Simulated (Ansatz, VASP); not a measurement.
# Se in two plane-wave programs, part 2 of 2

Wanted: the spread between two codes on one cell, functional and k mesh. The cell is taken from a series of VASP runs on this material, whose earlier steps may have relaxed, scaled or displaced it; both programs get it as it stands. Other levels of theory on this material are compared in a session of their own.

VASP 6.6.1 and Ansatz 0.2.0.

So far: Set-up; Ansatz: band structure, PBE, spin-orbit coupling; VASP: band structure, PBE, spin-orbit coupling.

## 3. VASP: band structure, PBE, spin-orbit coupling (continued)

Level of this step: PBE, spin-orbit coupling; plane waves and PAW (Se) (VASP).

Numbers of over 12 decimals in the logs are rounded to 6 here.

OUTCAR, selected parts (step 3):

```text
ion  position               nearest neighbor table
   1  0.232  0.000  0.333-   3 2.41   2 2.41
   2  0.000  0.232  0.667-   3 2.41   1 2.41
   3  0.768  0.768  0.000-   2 2.41   1 2.41

  LATTYP: Found a hexagonal cell.
 ALAT       =     4.3661999490
 C/A-ratio  =     1.1345334748

 Subroutine GETGRP returns: Found  6 space group operations
 (whereof  2 operations were pure point group operations)

The static configuration has the point symmetry C_2 .
 The point group associated with its full space group is D_3 .

 Found     74 irreducible k-points:

   k-points           NKPTS =     74   k-points in BZ     NKDIM =     74   number of bands    NBANDS=     30

   dimension x,y,z NGX =    28 NGY =   28 NGZ =   32
   dimension x,y,z NGXF=    56 NGYF=   56 NGZF=   64

   ENCUT  =  400.0 eV  29.40 Ry    5.42 a.u.   7.12  7.12  8.08*2*pi/ulx,y,z

   NELECT =      18.0000    total number of electrons

 k-points in reciprocal lattice and weights: Automatic mesh
   0.00000000  0.00000000  0.00000000       0.003
   0.12500000  0.00000000  0.00000000       0.016
   0.25000000  0.00000000  0.00000000       0.016
   0.37500000 -0.00000000  0.00000000       0.016
   0.50000000  0.00000000  0.00000000       0.008
   0.12500000  0.12500000  0.00000000       0.008
  -0.12500000 -0.12500000  0.00000000       0.008
   0.25000000  0.12500000  0.00000000       0.016
  -0.25000000 -0.12500000  0.00000000       0.016
[...]
0.37500000  0.25000000  0.50000000       0.008
  -0.37500000 -0.25000000  0.50000000       0.008

 average (electrostatic) potential at core
       1 -56.1561       2 -56.1561       3 -56.1561

 E-fermi :   2.8036

 k-point     1 :       0.0000    0.0000    0.0000
  band No.  band energies     occupation
    ...
     14       0.6852      1.00000
     15       0.7001      1.00000
     16       0.7001      1.00000
     17       2.2161      1.00000
     18       2.2161      1.00000
     19       4.3320      0.00000
     20       4.3320      0.00000
     21       4.4960      0.00000
     22       4.4960      0.00000
     23       4.6756      0.00000
    ...

 k-point     2 :       0.1250    0.0000    0.0000
  band No.  band energies     occupation
    ...
     14       0.7573      1.00000
     15       0.9947      1.00000
     16       1.0142      1.00000
     17       2.1218      1.00000
     18       2.1328      1.00000
     19       4.2784      0.00000
     20       4.3142      0.00000
     21       4.4135      0.00000
     22       4.4523      0.00000
     23       4.7610      0.00000
    ...

 k-point     3 :       0.2500    0.0000    0.0000
  band No.  band energies     occupation
    ...
     14       0.7720      1.00000
     15       1.0553      1.00000
     16       1.1594      1.00000
     17       1.8526      1.00000
     18       1.8893      1.00000
     19       4.3948      0.00000
     20       4.4213      0.00000
     21       4.5068      0.00000
     22       4.5365      0.00000
     23       5.2488      0.00000
    ...

  Total        0.3914498      0.3914498      1.1704366      0.0000000      0.0000000      0.0000000
  in kB        7.6688085      7.6688085     22.9297692      0.0000000      0.0000000      0.0000000
  external PRESSURE =      12.7557954 kB  Pullay stress =       0.0000000 kB

  energy-cutoff  :      400.00
  volume of cell :       81.78
      direct lattice vectors                 reciprocal lattice vectors
     4.366199949  0.000000000  0.000000000     0.229032113  0.132231752  0.000000000
    -2.183099974  3.781240074  0.000000000     0.000000000  0.264463504  0.000000000
     0.000000000  0.000000000  4.953600000     0.000000000  0.000000000  0.201873385

 POSITION                                       TOTAL-FORCE (eV/Angst)
 -----------------------------------------------------------------------------------
      1.01322      0.00000      1.65120         0.007375      0.000000      0.000000
     -0.50661      0.87747      3.30240        -0.003687      0.006387     -0.000000
      1.67649      2.90377      0.00000        -0.003687     -0.006387     -0.000000
 -----------------------------------------------------------------------------------
    total drift:                                0.000001      0.000002      0.000000

  FREE ENERGIE OF THE ION-ELECTRON SYSTEM (eV)
  ---------------------------------------------------
  free  energy   TOTEN  =       -10.5555475282 eV

  energy  without entropy=      -10.5555475282  energy(sigma->0) =      -10.55554753

 Spin-Orbit-Coupling matrix elements
 Ion:    1  E_soc:     -0.0457297
 Ion:    2  E_soc:     -0.0457297
 Ion:    3  E_soc:     -0.0457297

 total charge
# of ion       s       p       d       tot
------------------------------------------
    1        1.515   2.163   0.053   3.730
    2        1.515   2.163   0.053   3.730
    3        1.515   2.163   0.053   3.730
--------------------------------------------------
tot          4.544   6.488   0.159  11.191

 magnetization (x)
# of ion       s       p       d       tot
------------------------------------------
    1        0.000   0.000   0.000   0.000
    2       -0.000  -0.000  -0.000  -0.000
    3       -0.000  -0.000  -0.000  -0.000
--------------------------------------------------
tot          0.000   0.000  -0.000   0.000

 magnetization (y)
# of ion       s       p       d       tot
------------------------------------------
    1        0.000  -0.000   0.000  -0.000
    2        0.000   0.000   0.000   0.000
    3       -0.000  -0.000  -0.000  -0.000
--------------------------------------------------
tot          0.000  -0.000   0.000  -0.000

 magnetization (z)
# of ion       s       p       d       tot
------------------------------------------
    1       -0.000   0.000   0.000  -0.000
    2        0.000   0.000   0.000   0.000
    3        0.000  -0.000  -0.000  -0.000
--------------------------------------------------
tot          0.000  -0.000  -0.000   0.000

[... 3 further parts left out ...]
```

The run ends at a pressure of 1.28 GPa, with forces up to 0.0074 eV/Å.

## 4. Side by side

Known differences besides the potentials themselves: spin-orbit coupling enters by fully relativistic files in Ansatz and inside the spheres in VASP; the data sets hold 48 valence electrons in Ansatz (fully relativistic PAW (standard-fr) files) and 18 in VASP; the cutoff is 420 eV in Ansatz and 400 eV in VASP. Total energies have different zeros and are not compared.

The two programs side by side:

```tsv
quantity	Ansatz	VASP	difference
pressure (GPa)	1.19	1.28	-0.08
gap over the path points (eV)	0.943	0.944	0.000
```

Levels at points of the path, from each program's valence-band top (eV; 8 filled, then empty):

```tsv
k (reciprocal lattice)	Ansatz	VASP
0.000 0.000 0.000	-3.66 -3.66 -2.02 -2.02 -2.00 -2.00 -0.49 -0.49 1.62 1.62 1.79 1.79 1.97 1.97	-3.66 -3.66 -2.02 -2.02 -2.01 -2.01 -0.49 -0.49 1.62 1.62 1.79 1.79 1.97 1.97
0.133 0.000 0.000	-3.67 -3.52 -1.99 -1.94 -1.68 -1.66 -0.60 -0.58 1.57 1.61 1.71 1.75 2.07 2.12	-3.67 -3.52 -2.00 -1.95 -1.69 -1.67 -0.60 -0.59 1.57 1.61 1.70 1.75 2.07 2.12
0.300 0.000 0.000	-3.73 -3.60 -2.18 -2.07 -1.72 -1.58 -0.92 -0.88 1.73 1.77 1.88 1.91 2.87 2.88	-3.73 -3.60 -2.19 -2.08 -1.72 -1.59 -0.93 -0.88 1.73 1.77 1.88 1.91 2.88 2.89
0.467 0.000 0.000	-3.56 -3.51 -2.90 -2.87 -1.71 -1.69 -1.01 -1.00 1.77 1.78 2.07 2.08 3.89 3.89	-3.56 -3.51 -2.91 -2.87 -1.71 -1.69 -1.02 -1.00 1.77 1.78 2.07 2.08 3.89 3.89
0.467 0.067 0.000	-3.47 -3.47 -2.93 -2.92 -1.78 -1.76 -1.10 -1.09 1.85 1.86 2.19 2.20 3.89 3.89	-3.47 -3.47 -2.93 -2.92 -1.78 -1.76 -1.10 -1.10 1.84 1.85 2.20 2.20 3.89 3.89
0.411 0.178 0.000	-3.26 -3.25 -2.91 -2.88 -2.15 -2.11 -1.45 -1.44 2.25 2.27 2.71 2.72 3.69 3.69	-3.26 -3.25 -2.91 -2.88 -2.16 -2.11 -1.45 -1.45 2.25 2.27 2.71 2.72 3.69 3.69
0.356 0.289 0.000	-2.97 -2.95 -2.88 -2.82 -2.65 -2.59 -1.69 -1.68 2.78 2.80 3.02 3.03 3.50 3.50	-2.97 -2.95 -2.88 -2.82 -2.64 -2.59 -1.69 -1.69 2.77 2.80 3.02 3.03 3.51 3.51
0.289 0.289 0.000	-3.16 -3.08 -2.75 -2.70 -2.50 -2.49 -1.64 -1.64 2.64 2.67 3.01 3.02 3.43 3.43	-3.16 -3.08 -2.76 -2.71 -2.50 -2.49 -1.64 -1.64 2.64 2.66 3.01 3.02 3.43 3.44
0.178 0.178 0.000	-3.51 -3.42 -2.21 -2.15 -1.72 -1.71 -1.14 -1.12 2.00 2.03 2.15 2.17 2.69 2.69	-3.51 -3.42 -2.22 -2.16 -1.72 -1.71 -1.14 -1.12 2.00 2.02 2.15 2.17 2.70 2.70
0.067 0.067 0.000	-3.64 -3.51 -2.01 -1.97 -1.72 -1.72 -0.57 -0.56 1.59 1.59 1.73 1.75 2.03 2.09	-3.64 -3.51 -2.01 -1.98 -1.73 -1.72 -0.57 -0.56 1.58 1.59 1.73 1.75 2.03 2.09
```

At this near-relaxed geometry the largest component of a force difference is 28 meV/Å. Among the levels compared at these points, filled levels agree within 9 meV and empty ones within 10 meV.

## 5. Further runs

Further runs change the set-up of one program: Ansatz's method, potentials or start, or VASP's data sets, cutoff or form of LDA. The table gives Ansatz less VASP for each quantity, since a change that brings one quantity closer may part another.

```tsv
run	r.m.s. force difference (meV/Å)	pressure (GPa)	gap over the path points (eV)
as above	16	-0.082	-5.0e-4
Ansatz's larger PAW set (cutoff 580 eV)	19	-0.095	0.0041
norm-conserving potentials (cutoff 1170 eV)	1.6	-0.0021	-0.015
```

## 6. What came out

```
r.m.s. force difference (band structure, PBE, spin-orbit coupling) : 16 meV/Å
```

The r.m.s. force difference is 16 meV/Å (band structure, PBE, spin-orbit coupling), beyond the 12 meV/Å picked in this series as the mark of a large difference. Band structure, PBE, spin-orbit coupling, Ansatz's larger PAW set (cutoff 580 eV): the difference in gap over the path points goes from -5.0e-4 to 0.0041 eV. Band structure, PBE, spin-orbit coupling, norm-conserving potentials (cutoff 1170 eV): r.m.s. force difference goes from 16 to 1.6 meV/Å; the difference in pressure goes from -0.082 to -0.0021 GPa; the difference in gap over the path points goes from -5.0e-4 to -0.015 eV. 14 further runs of this series are not shown here. Such differences can come from data sets, numerical settings and the points named under the comparisons, not from the functional's error against experiment.

[Lines on the potential files, build, host, timing and source positions are cut from VASP's logs without a mark.]

[Logs are printed without paths, hosts, clocks, repeated set-up lines and the standing remarks that a program may print on its own settings, such as how far it seeks lower states.]

[Hosts, paths, dates, database ids (printed as entryN), source tags and the programs' standing remarks are cut or masked in the printed files.]
